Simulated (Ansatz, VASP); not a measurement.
One calculation of Zr2SiC2, two programs

INCAR

```
SYSTEM = Zr2SiC2
  ALGO = Normal
  EDIFF = 1E-6
  EDIFFG = -0.04
  ENCUT = 600
  GGA = PE
  IBRION = 2
  ISIF = 3
  ISMEAR = 0
  LASPH = .TRUE.
  LCHARG = .FALSE.
  LREAL = .FALSE.
  LWAVE = .FALSE.
  NELM = 80
  NSW = 90
  PREC = Accurate
  SIGMA = 0.1
```

The input KPOINTS:

```
k-points
0
G
  6 6 4
  0 0 0
```

Contents of POSCAR:

```
Zr2SiC2
1.0
    5.1322316000      0.0000000000      0.0000000000
   -2.5661158000      4.4446429400      0.0000000000
    0.0000000000      0.0000000000      3.8193999100
Zr Si C
2 1 2
Direct
    0.3333333300      0.6666666700      0.0000000000
    0.6666666700      0.3333333300      0.0000000000
    0.0000000000      0.0000000000      0.5000000000
    0.3333333300      0.6666666700      0.5000000000
    0.6666666700      0.3333333300      0.5000000000
```

Input for Ansatz:

```yaml
crystal:
  lattice:
    - [5.1322316, 0.0, 0.0]
    - [-2.5661158, 4.44464294, 0.0]
    - [0.0, 0.0, 3.81939991]
  atoms:
    - { symbol: Zr, position: [0.33333333, 0.66666667, 0.0] }
    - { symbol: Zr, position: [0.66666667, 0.33333333, 0.0] }
    - { symbol: Si, position: [0.0, 0.0, 0.5] }
    - { symbol: C, position: [0.33333333, 0.66666667, 0.5] }
    - { symbol: C, position: [0.66666667, 0.33333333, 0.5] }
basis:
  ecutwfc: 420
kpoints:
  mp_grid: { grid: [6, 6, 4] }
hamiltonian:
  xc: pbe
scf:
  occupations: { method: gaussian, width: 0.1 }
  lower_state_search: "off"
output:
  forces: true
  stress: true
  eigenvalues: true
relax:
  adjacent_minimum: "off"
  f_tol: 0.04
  max_steps: 70
  cell: { stress_tol: 0.4 }
```

Alike in both runs: task relaxation of cell and atoms; functional PBE; k mesh 6 × 6 × 4; occupations gaussian, width 0.1 eV; no spin polarisation.

|  | VASP | Ansatz |
| --- | --- | --- |
| version | VASP 6.6.1 | Ansatz 0.2.0 |
| potentials or method | VASP PAW PBE potentials, release 64 (Zr_sv, Si, C) | scalar-relativistic, plane waves, PAW |
| plane-wave cutoff (eV) | 600 | 420 |
| valence electrons in the cell | 36 | 36 |

```tsv
	VASP	Ansatz	Ansatz less VASP
gap on the k mesh at the Fermi level, each at its own relaxed structure (eV)	none	none	-
relaxed volume (Å³/atom)	16.66	16.71	+0.045
relaxed cell length with the largest relative difference (Å)	4.656	4.664	+0.0078
energy change over the relaxation (meV/atom)	-448	-445	+3.2
```

A gap of «none» marks a metal or a gap that the smearing closes.

Caveats: the k mesh is coarse (spacing up to 0.41 Å⁻¹), so the values aren't converged.
